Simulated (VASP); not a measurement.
Consider the following.

```
CELL_PARAMETERS angstrom
     12.64887     0.00000     0.00000
      0.00000     4.09440     0.00000
      0.00000     0.00000    11.98539
ATOMIC_POSITIONS crystal
  Sb 0.14032 0.75000 0.03809
  Sb 0.85968 0.25000 0.96191
  Sb 0.35968 0.25000 0.53809
  Sb 0.64032 0.75000 0.46191
  Sb 0.03381 0.25000 0.32959
  Sb 0.96619 0.75000 0.67041
  Sb 0.46619 0.75000 0.82959
  Sb 0.53381 0.25000 0.17041
  Se 0.94835 0.75000 0.12753
  Se 0.05165 0.25000 0.87247
  Se 0.55165 0.25000 0.62753
  Se 0.44835 0.75000 0.37247
  Se 0.20533 0.25000 0.19210
  Se 0.79467 0.75000 0.80790
  Se 0.29467 0.75000 0.69210
  Se 0.70533 0.25000 0.30790
  Se 0.62735 0.75000 0.05410
  Se 0.37265 0.25000 0.94590
  Se 0.87265 0.25000 0.55410
  Se 0.12735 0.75000 0.44590
```

Level of theory: PBE GGA, VASP's PBE PAW potentials (set 64) (plane waves; VASP). Settings: LREAL = Auto, 300 eV cut-off, 1×3×1 Γ-centred mesh, Gaussian smearing of 0.010 eV, potentials Sb Se.

Unless said otherwise, spin-orbit coupling is left out, though it shifts the bands of the heavy elements here.

Estimate the energy per atom (σ→0), pressure, largest force, band gap (on the k-mesh) with the smallest direct gap where there is one.

| Quantity | Result |
|---|---|
| band gap (on the k-mesh) | 1.16 eV |
| smallest direct gap (on the k-mesh) | 1.16 eV |
| energy per atom (σ→0) | -386.9 kJ/mol of atoms |
| pressure | -2.20 GPa |
| largest force | 0.431 eV/Å |

Total energies compare only between runs with the same potentials, cut-off and functional.

The structure comes from a computed database's Sb2Se3 entry; how it stands against other phases isn't given here. The cell was not relaxed at this level. The k-mesh is coarse (spacing up to 0.52 per Å, 2π included), so the numbers may not be converged in it.
